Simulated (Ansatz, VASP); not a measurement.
**Cross-check of Ti3Al (Ti3Al (P6_3/mmc)) between VASP and Ansatz**

Aim: how closely do two programs agree when they are given the same cell, functional and k mesh? The cell is taken from a series of runs on this material, whose earlier steps may have relaxed, scaled, displaced or heated it; both programs get it as it stands.

Method: plane waves, with VASP 6.6.1 beside it; relaxation of cell and atoms at r2SCAN, in Ansatz 0.2.0.

### 1. The structure

It takes space group P6_3/mmc (No. 194, hexagonal). The conventional cell has a = 5.748 Å, b = 5.748 Å, c = 4.631 Å, α = 90.00°, β = 90.00°, γ = 120.00°. Nearest to Ti lie 8 Ti at 2.81 to 2.93 Å and 4 Al at 2.83 to 2.87 Å. Nearest to Al lie 12 Ti at 2.83 to 2.87 Å. Farther neighbours are not listed.

### 2. VASP: relaxation of cell and atoms, r2SCAN

The relaxed volume is the usual yardstick between codes: in a stiff, nearly cubic crystal its relative difference is about their pressure difference at one cell divided by the bulk modulus.

Lines of VASP's logs that name or quote its potential files are left out, and so is its time.

The input, INCAR:

```
SYSTEM = Ti3Al
PREC = Accurate
ENCUT = 550
EDIFF = 1E-07
NELM = 120
ISMEAR = -1
SIGMA = 0.05
LREAL = .FALSE.
ALGO = Normal
METAGGA = R2SCAN
LASPH = .TRUE.
NBANDS = 48
LORBIT = 11
LWAVE = .FALSE.
LCHARG = .FALSE.
ISIF = 3
IBRION = 2
NSW = 80
EDIFFG = -0.005
GGA_COMPAT = .FALSE.
NELMIN = 4
LMIXTAU = .TRUE.
KPAR = 2
```

The input, POSCAR:

```
Ti3Al
1.0
    5.7476980000      0.0000000000      0.0000000000
   -2.8738490000      4.9776520000      0.0000000000
    0.0000000000      0.0000000000      4.6305470000
Ti Al
6 2
Direct
    0.8299032355      0.6598064710      0.2500000540
    0.1700968448      0.8299031351      0.7499999460
    0.6598062902      0.8299031351      0.7499999460
    0.3401937098      0.1700968649      0.2500000540
    0.8299031552      0.1700968649      0.2500000540
    0.1700968649      0.3401937299      0.7499999460
    0.3333333668      0.6666667336      0.2500000540
    0.6666666332      0.3333332664      0.7499999460
```

The input, KPOINTS:

```
Automatic mesh
0
Gamma
8 8 8
0 0 0
```

PAW data sets: Ti_sv and Al (PBE family, release 64).

Run with:

```bash
$ mpirun -np 2 vasp_std
```

Numbers of over 12 decimals in the logs are rounded to 6 here.

The program printed:

```text
[banner, memory and clock lines left out]
running    2 mpi-ranks, on    1 nodes
 distrk:  each k-point on    1 cores,    2 groups
 distr:  one band on    1 cores,    1 groups

 POSCAR found type information on POSCAR TiAl
 POSCAR found :  2 types and       8 ions
|                                                                             |
|               ----> ADVICE to this user running VASP <----                  |
|                                                                             |
|     You enforced a specific xc type in the INCAR file but a different       |
|     [... a line on the potential file left out ...]
|     I HOPE YOU KNOW WHAT YOU ARE DOING!                                     |
|                                                                             |

 LDA part: xc-table for (None), standard interpolation
 POSCAR, INCAR and KPOINTS ok, starting setup
 FFT: planning ... GRIDC
 FFT: planning ... GRID_SOFT
 FFT: planning ... GRID
 WAVECAR not read
 entering main loop
       N       E                     dE             d eps       ncg     rms          rms(c)
DAV:   1     0.106439827459E+04    0.10644E+04   -0.41032E+04  4816   0.206E+03
DAV:   2     0.368752102052E+02   -0.10275E+04   -0.10086E+04  4800   0.636E+02
DAV:   3    -0.981390901060E+02   -0.13501E+03   -0.13012E+03  7664   0.196E+02
DAV:   4    -0.119000114023E+03   -0.20861E+02   -0.20415E+02  7080   0.665E+01
DAV:   5    -0.120674905681E+03   -0.16748E+01   -0.16670E+01  7600   0.161E+01    0.262E+01
DAV:   6    -0.974787604160E+02    0.23196E+02   -0.72046E+01  5992   0.678E+01    0.467E+00
DAV:   7    -0.907304758445E+02    0.67483E+01   -0.58638E+00  6208   0.151E+01    0.310E+00
DAV:   8    -0.938924387052E+02   -0.31620E+01   -0.33362E+00  5360   0.114E+01    0.221E+00
DAV:   9    -0.938655817847E+02    0.26857E-01   -0.12710E+00  5496   0.904E+00    0.480E-01
DAV:  10    -0.935365041320E+02    0.32908E+00   -0.37914E-01  6824   0.260E+00    0.886E-01
DAV:  11    -0.935431795215E+02   -0.66754E-02   -0.10621E-02  6920   0.568E-01    0.967E-01
DAV:  12    -0.935073923894E+02    0.35787E-01   -0.39375E-03  5584   0.408E-01    0.102E+00
DAV:  13    -0.936606664675E+02   -0.15327E+00   -0.15010E-01  5256   0.272E+00    0.594E-01
DAV:  14    -0.936589346368E+02    0.17318E-02   -0.17054E-02  6176   0.887E-01    0.551E-01
[...]
DAV:  21    -0.936579630718E+02    0.28883E-04   -0.17920E-05  7184   0.290E-02    0.749E-02
DAV:  22    -0.936579498725E+02    0.13199E-04   -0.28868E-05  5784   0.278E-02    0.633E-02
DAV:  23    -0.936579480008E+02    0.18717E-05   -0.23797E-05  6088   0.316E-02    0.340E-02
DAV:  24    -0.936579485171E+02   -0.51625E-06   -0.15386E-05  6480   0.166E-02    0.190E-02
DAV:  25    -0.936579477457E+02    0.77138E-06   -0.50500E-06  6312   0.129E-02    0.145E-02
DAV:  26    -0.936579478175E+02   -0.71817E-07   -0.13732E-06  5576   0.901E-03    0.842E-03
DAV:  27    -0.936579481027E+02   -0.28518E-06   -0.85750E-07  4656   0.683E-03    0.305E-03
DAV:  28    -0.936579481652E+02   -0.62491E-07   -0.15986E-07  3736   0.287E-03
   1 F= -.93657948E+02 E0= -.93638237E+02  d E =-.936579E+02
 curvature:   0.00 expect dE= 0.000E+00 dE for cont linesearch  0.000E+00
 trial: gam= 0.00000 g(F)=  0.713E-05 g(S)=  0.112E-02 ort = 0.000E+00 (trialstep = 0.100E+01)
 search vector abs. value=  0.113E-02
 bond charge predicted
       N       E                     dE             d eps       ncg     rms          rms(c)
DAV:   1    -0.936753628965E+02   -0.17415E-01   -0.47139E-01  6168   0.627E+00    0.103E+00
DAV:   2    -0.936598106298E+02    0.15552E-01   -0.12851E-01  6200   0.248E+00    0.409E-01
DAV:   3    -0.936577975438E+02    0.20131E-02   -0.12340E-02  5944   0.474E-01    0.109E-01
DAV:   4    -0.936572432183E+02    0.55433E-03   -0.34959E-03  5456   0.360E-01    0.444E-02
DAV:   5    -0.936577733533E+02   -0.53013E-03   -0.14066E-03  5528   0.242E-01    0.158E-02
DAV:   6    -0.936580533405E+02   -0.27999E-03   -0.13149E-03  6128   0.108E-01    0.600E-02
DAV:   7    -0.936580429660E+02    0.10375E-04   -0.60016E-05  5928   0.465E-02    0.489E-02
DAV:   8    -0.936580607210E+02   -0.17755E-04   -0.29882E-05  5816   0.357E-02    0.782E-03
DAV:   9    -0.936580733128E+02   -0.12592E-04   -0.25921E-05  6440   0.338E-02    0.983E-03
DAV:  10    -0.936580755866E+02   -0.22739E-05   -0.73568E-06  6400   0.131E-02    0.114E-02
DAV:  11    -0.936580751685E+02    0.41809E-06   -0.65423E-07  5088   0.514E-03    0.740E-03
DAV:  12    -0.936580747449E+02    0.42362E-06   -0.76632E-07  5392   0.506E-03    0.346E-03
DAV:  13    -0.936580735988E+02    0.11461E-05   -0.74038E-07  4616   0.539E-03    0.792E-04
DAV:  14    -0.936580739828E+02   -0.38402E-06   -0.71634E-08  3088   0.194E-03    0.276E-04
DAV:  15    -0.936580738681E+02    0.11471E-06   -0.28169E-08  3032   0.139E-03    0.196E-04
DAV:  16    -0.936580739361E+02   -0.67992E-07   -0.10383E-08  3008   0.777E-04
   2 F= -.93658074E+02 E0= -.93638255E+02  d E =-.125771E-03
 trial-energy change:   -0.000126  1 .order   -0.000103   -0.001127    0.000921
 step:   0.5667(harm=  0.5503)  dis= 0.00014  next Energy=   -93.658272 (dE=-0.323E-03)
 bond charge predicted
       N       E                     dE             d eps       ncg     rms          rms(c)
DAV:   1    -0.936615302196E+02   -0.34564E-02   -0.88352E-02  6152   0.270E+00    0.446E-01
DAV:   2    -0.936585323007E+02    0.29979E-02   -0.23771E-02  6216   0.107E+00    0.178E-01
DAV:   3    -0.936581722827E+02    0.36002E-03   -0.23419E-03  5880   0.206E-01    0.477E-02
DAV:   4    -0.936580905863E+02    0.81696E-04   -0.66158E-04  5336   0.156E-01    0.188E-02
DAV:   5    -0.936581930744E+02   -0.10249E-03   -0.27627E-04  5376   0.108E-01    0.646E-03
DAV:   6    -0.936582536389E+02   -0.60564E-04   -0.24794E-04  6088   0.489E-02    0.260E-02
DAV:   7    -0.936582534738E+02    0.16510E-06   -0.11504E-05  5920   0.202E-02    0.218E-02
DAV:   8    -0.936582614940E+02   -0.80202E-05   -0.66291E-06  5328   0.167E-02    0.286E-03
DAV:   9    -0.936582694403E+02   -0.79463E-05   -0.60529E-06  6336   0.164E-02    0.429E-03
DAV:  10    -0.936582685353E+02    0.90495E-06   -0.14481E-06  5584   0.615E-03    0.502E-03
DAV:  11    -0.936582689670E+02   -0.43166E-06   -0.56819E-08  3312   0.155E-03    0.405E-03
DAV:  12    -0.936582698375E+02   -0.87052E-06   -0.18242E-07  3808   0.291E-03    0.148E-03
DAV:  13    -0.936582704717E+02   -0.63422E-06   -0.14043E-07  3272   0.236E-03    0.155E-04
DAV:  14    -0.936582703766E+02    0.95144E-07   -0.33806E-08  2920   0.131E-03
   3 F= -.93658270E+02 E0= -.93638499E+02  d E =-.322211E-03
 curvature:  -0.27 expect dE=-0.156E-05 dE for cont linesearch -0.547E-06
 trial: gam= 0.00000 g(F)=  0.311E-05 g(S)=  0.257E-05 ort =-0.474E-04 (trialstep = 0.913E+00)
 search vector abs. value=  0.568E-05
 reached required accuracy - stopping structural energy minimisation
```

Parts of OUTCAR (step 2):

```text
ion  position               nearest neighbor table
   1  0.830  0.660  0.250-   4 2.81   5 2.81   8 2.83   8 2.83   2 2.87   3 2.87   2 2.87   3 2.87
                             7 2.87   7 2.87
   2  0.170  0.830  0.750-   6 2.81   3 2.81   7 2.83   7 2.83   1 2.87   4 2.87   1 2.87   4 2.87
                             8 2.87   8 2.87
   3  0.660  0.830  0.750-   6 2.81   2 2.81   7 2.83   7 2.83   1 2.87   5 2.87   1 2.87   5 2.87
                             8 2.87   8 2.87
   4  0.340  0.170  0.250-   5 2.81   1 2.81   8 2.83   8 2.83   2 2.87   6 2.87   2 2.87   6 2.87
                             7 2.87   7 2.87
   5  0.830  0.170  0.250-   4 2.81   1 2.81   8 2.83   8 2.83   3 2.87   6 2.87   3 2.87   6 2.87
                             7 2.87   7 2.87
   6  0.170  0.340  0.750-   2 2.81   3 2.81   7 2.83   7 2.83   5 2.87   4 2.87   5 2.87   4 2.87
                             8 2.87   8 2.87
   7  0.333  0.667  0.250-   3 2.83   2 2.83   6 2.83   3 2.83   2 2.83   6 2.83   4 2.87   5 2.87
                             1 2.87   1 2.87   5 2.87   4 2.87
   8  0.667  0.333  0.750-   4 2.83   5 2.83   1 2.83   4 2.83   5 2.83   1 2.83   3 2.87   2 2.87
                             6 2.87   6 2.87   2 2.87   3 2.87

  LATTYP: Found a hexagonal cell.
 ALAT       =     5.7476980000
 C/A-ratio  =     0.8056350560

 Subroutine GETGRP returns: Found 24 space group operations
 (whereof 12 operations were pure point group operations)

The static configuration has the point symmetry D_3d.
 The point group associated with its full space group is D_6h.

 Found     50 irreducible k-points:

   k-points           NKPTS =     50   k-points in BZ     NKDIM =     50   number of bands    NBANDS=     48

   dimension x,y,z NGX =    48 NGY =   48 NGZ =   36
   dimension x,y,z NGXF=    96 NGYF=   96 NGZF=   72

   ENCUT  =  550.0 eV  40.42 Ry    6.36 a.u.  10.99 10.99  8.85*2*pi/ulx,y,z

   NELECT =      78.0000    total number of electrons

 k-points in reciprocal lattice and weights: Automatic mesh
   0.00000000  0.00000000  0.00000000       0.002
   0.12500000  0.00000000  0.00000000       0.012
   0.25000000  0.00000000  0.00000000       0.012
   0.37500000  0.00000000  0.00000000       0.012
   0.50000000  0.00000000  0.00000000       0.006
   0.12500000  0.12500000  0.00000000       0.012
   0.25000000  0.12500000  0.00000000       0.023
   0.37500000  0.12500000  0.00000000       0.023
   0.25000000  0.25000000  0.00000000       0.012
[...]
0.25000000  0.25000000  0.50000000       0.012
   0.37500000  0.25000000  0.50000000       0.012

 average (electrostatic) potential at core
       1 -76.8167       2 -76.8167       3 -76.8167       4 -76.8167       5 -76.8167
       6 -76.8167       7 -73.7779       8 -73.7779

 E-fermi :   8.2924

 k-point     1 :       0.0000    0.0000    0.0000
  band No.  band energies     occupation
    ...
     36       7.3594      2.00000
     37       7.3594      2.00000
     38       7.8135      1.99986
     39       7.8547      1.99968
     40       8.1871      1.78299
     41       9.1481      0.00000
     42       9.1481      0.00000
     43       9.1911      0.00000
     44       9.3477      0.00000
     45       9.3477      0.00000
    ...

 k-point     2 :       0.1250    0.0000    0.0000
  band No.  band energies     occupation
    ...
     36       7.1476      2.00000
     37       7.3847      2.00000
     38       7.7805      1.99993
     39       8.0676      1.97793
     40       8.1413      1.90708
     41       9.1257      0.00000
     42       9.1741      0.00000
     43       9.1937      0.00000
     44       9.3151      0.00000
     45       9.3878      0.00000
    ...

 k-point     3 :       0.2500    0.0000    0.0000
  band No.  band energies     occupation
    ...
     35       7.2926      2.00000
     36       7.3454      2.00000
     37       7.4484      2.00000
     38       7.6043      2.00000
     39       8.0373      1.98792
     40       8.4578      0.07062
     41       9.0710      0.00000
     42       9.1871      0.00000
     43       9.2185      0.00000
     44       9.2542      0.00000
    ...

  Total       -0.0132081     -0.0132081     -0.0087859      0.0000000      0.0000000      0.0000000
  in kB       -0.1593295     -0.1593295     -0.1059837      0.0000000      0.0000000      0.0000000
  external PRESSURE =      -0.1415475 kB  Pullay stress =       0.0000000 kB

  energy-cutoff  :      550.00
  volume of cell :      132.82
      direct lattice vectors                 reciprocal lattice vectors
     5.752339013 -0.000000000  0.000000000     0.173842327  0.100367924  0.000000000
    -2.876169506  4.981671234  0.000000000     0.000000000  0.200735848  0.000000000
     0.000000000 -0.000000000  4.634852846     0.000000000  0.000000000  0.215756580

 POSITION                                       TOTAL-FORCE (eV/Angst)
 -----------------------------------------------------------------------------------
      2.87617      3.28680      1.15871         0.000000     -0.003278     -0.000000
     -1.40837      4.13424      3.47614         0.002839     -0.001639      0.000000
      1.40837      4.13424      3.47614        -0.002839     -0.001639     -0.000000
      1.46780      0.84743      1.15871         0.002839      0.001639      0.000000
      4.28454      0.84743      1.15871        -0.002839      0.001639     -0.000000
     -0.00000      1.69487      3.47614         0.000000      0.003278      0.000000
     -0.00000      3.32111      1.15871        -0.000000     -0.000000     -0.000000
      2.87617      1.66056      3.47614         0.000000      0.000000     -0.000000
 -----------------------------------------------------------------------------------
    total drift:                                0.000001     -0.002528      0.000000

  FREE ENERGIE OF THE ION-ELECTRON SYSTEM (eV)
  ---------------------------------------------------
  free  energy   TOTEN  =       -93.6582703766 eV

  energy  without entropy=      -93.6187271403  energy(sigma->0) =      -93.63849876

 reached required accuracy - stopping structural energy minimisation

 total charge
# of ion       s       p       d       tot
------------------------------------------
    1        2.228   6.136   1.872  10.236
    2        2.228   6.136   1.872  10.236
    3        2.228   6.136   1.872  10.236
    4        2.228   6.136   1.872  10.236
    5        2.228   6.136   1.872  10.236
    6        2.228   6.136   1.872  10.236
    7        0.420   0.441   0.000   0.860
    8        0.420   0.441   0.000   0.860
--------------------------------------------------
tot         14.205  37.696  11.235  63.136

[... 3 further parts left out ...]
```

CONTCAR:

```
Ti3Al
   1.00000000000000
     5.7523390125210678   -0.0000000000000000    0.0000000000000000
    -2.8761695062605339    4.9816712335766873    0.0000000000000000
     0.0000000000000000   -0.0000000000000000    4.6348528455886040
  Ti              Al
     6     2
Direct
     0.8298895901173421    0.6597791802346914    0.2500000539999974
     0.1701104901826600    0.8298894897173409    0.7499999460000026
     0.6597789994346863    0.8298894897173409    0.7499999460000026
     0.3402210005653137    0.1701105102826591    0.2500000539999974
     0.8298895098173401    0.1701105102826591    0.2500000539999974
     0.1701105102826591    0.3402210206653129    0.7499999460000026
     0.3333333667999980    0.6666667336000032    0.2500000539999974
     0.6666666332000020    0.3333332663999968    0.7499999460000026
```

(Continued in part 2 of 2.)

[Lines on the potential files, build, host, timing and source positions are cut from VASP's logs without a mark.]

[Logs are printed without paths, hosts, clocks, repeated set-up lines and the standing remarks that a program may print on its own settings, such as how far it seeks lower states.]

[Hosts, paths, dates, database ids (printed as entryN), source tags and the programs' standing remarks are cut or masked in the printed files.]
